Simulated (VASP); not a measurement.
Calculation: PBEsol GGA, VASP's PBE PAW potentials (set 64) (plane waves; VASP).

A VASP calculation is set up with these files.

POSCAR:
```
PbF2
1.0
  0.0000000000   3.0405300000   2.9546830000
  2.9555420000   0.0000000000   2.9546830000
  2.9555420000   3.0405300000   0.0000000000
Pb F
1 2
Cartesian
  0.0000000000   0.0000000000   0.0000000000
  1.4777710000   1.5202650000   1.4773415000
  4.4904790934   4.5607950000   4.4320245000
```

**INCAR**
```
! general
SYSTEM  = PbF2
PREC    = Accurate
ENCUT   = 520
LREAL   = .FALSE.
LASPH   = .TRUE.

! electronic loop
EDIFF   = 1E-6
NELM    = 100
ALGO    = Normal
LMAXMIX = 4

! smearing
ISMEAR  = 0
SIGMA   = 0.05

! functional
GGA     = PS

! ions
ISIF    = 2

! output
LWAVE   = .FALSE.
LCHARG  = .FALSE.
```

File KPOINTS:
```
Automatic
0
Gamma
  6 6 6
```

POTCAR, in this order: Pb_d F (PBE.64 set). Program: vasp_std.

Estimate the energy per atom (σ→0), pressure, largest force.

The energy per atom (σ→0) is -4.972 eV/atom and the pressure is -2.60 GPa. The largest force is 0.129 eV/Å.

File OSZICAR:
```
...
DAV:   8    -0.149156098607E+02    0.11135E-01   -0.97067E-02  2472   0.369E+00    0.463E-01
DAV:   9    -0.149136614599E+02    0.19484E-02   -0.19113E-02  2730   0.104E+00    0.994E-02
DAV:  10    -0.149150133810E+02   -0.13519E-02   -0.22044E-03  2456   0.536E-01    0.338E-02
DAV:  11    -0.149149993284E+02    0.14053E-04   -0.14618E-04  2676   0.154E-01    0.187E-02
DAV:  12    -0.149150176721E+02   -0.18344E-04   -0.10054E-04  2838   0.108E-01    0.127E-02
DAV:  13    -0.149150170386E+02    0.63348E-06   -0.33733E-05  2614   0.635E-02    0.456E-03
DAV:  14    -0.149150169123E+02    0.12637E-06   -0.20489E-06  2094   0.111E-02
   1 F= -.14915017E+02 E0= -.14915017E+02  d E =-.676028E-21
```

The compound is PbF2 in the fluorite structure, the β form. The cell was not relaxed at this level, atoms are displaced from their ideal sites. The run is one of a series of settings (GGA = PS against the base run), some of them coarse on purpose.
